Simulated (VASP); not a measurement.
BeS (zinc blende), at 1.04 of the tabulated volume:

```yaml
crystal:
  lattice:
    - [0.00000, 2.46704, 2.46704]
    - [2.46704, 0.00000, 2.46704]
    - [2.46704, 2.46704, 0.00000]
  atoms:
    - { symbol: Be, position: [0.00000, 0.00000, 0.00000] }
    - { symbol: S, position: [0.25000, 0.25000, 0.25000] }
```

The lowest empty band near X, direction across the valley's axis, from PBE with spin-orbit coupling in VASP (PAW); its two spin partners are averaged. The gap over the points computed is 3.19 eV, and the next band on that side lies 1.73 eV away at the edge.

Numerical set-up: 400 eV cut-off, 10×10×10 Γ-centred mesh, Gaussian smearing of 0.050 eV, potentials Be S.

```json
[
 {"distance from the edge in k (1/Å)": "0.018", "distance in energy (meV)": "4.2"},
 {"distance from the edge in k (1/Å)": "0.025", "distance in energy (meV)": "8.1"},
 {"distance from the edge in k (1/Å)": "0.035", "distance in energy (meV)": "15.8"},
 {"distance from the edge in k (1/Å)": "0.050", "distance in energy (meV)": "32.2"},
 {"distance from the edge in k (1/Å)": "0.070", "distance in energy (meV)": "62.9"}
]
```

Q: Fit E(1 + αE) = ħ²k²/2m* (ħ²/2m0 = 3.810 eV Å²) and predict the row at 0.095 1/Å.

A: The rows don't resolve α, so a parabola serves: the electron mass is m* = 0.296 m0, and so 116.0 meV. The run gave 115.1 meV, -0.9 meV from the fit.

Left out are points under 3 meV from the edge, since the levels carry 0.1 meV, and points farther than half the way to the next band.

The compound is BeS in the zinc blende structure. The cell was not relaxed at this level.
